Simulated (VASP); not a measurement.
Data:

```
CELL_PARAMETERS angstrom
      2.81177     0.00000     0.00000
      0.00000     2.81177     0.00000
      0.00000     0.00000     2.81177
ATOMIC_POSITIONS crystal
  Ga 0.50000 0.50000 0.50000
  Co 0.00000 0.00000 0.00000
```

Method: LDA (Ceperley-Alder, Perdew-Zunger), VASP's LDA PAW potentials (set 64) (plane waves; VASP). Settings: 500 eV cut-off, 13×13×13 Γ-centred mesh, first-order Methfessel-Paxton smearing of 0.10 eV, potentials Ga_d Co.

Energy and stress use the plane-wave basis of the starting cell.

Problem. The ions, cell shape and volume at an external pressure of 5.0 GPa are relaxed. What does this cell relax into?

Solution. 
```
CELL_PARAMETERS angstrom
      2.79176     0.00000     0.00000
      0.00000     2.79176     0.00000
      0.00000     0.00000     2.79176
ATOMIC_POSITIONS crystal
  Ga 0.50000 0.50000 0.50000
  Co 0.00000 0.00000 0.00000
```
Space group Pm-3m (221), at a tolerance of 0.03 Å.

Problem. How do energy and volume change from the first to the last step?

Solution. The energy (σ→0) changes by +3.6 meV/atom and the volume by -2.1 %, in 3 ionic steps.

The compound is CoGa in the CsCl type structure. This run relaxes it under an external pressure of 5 GPa. Symmetry was kept, so distortions that lower it aren't found. The run is not spin-polarised, so no magnetic state was tried.
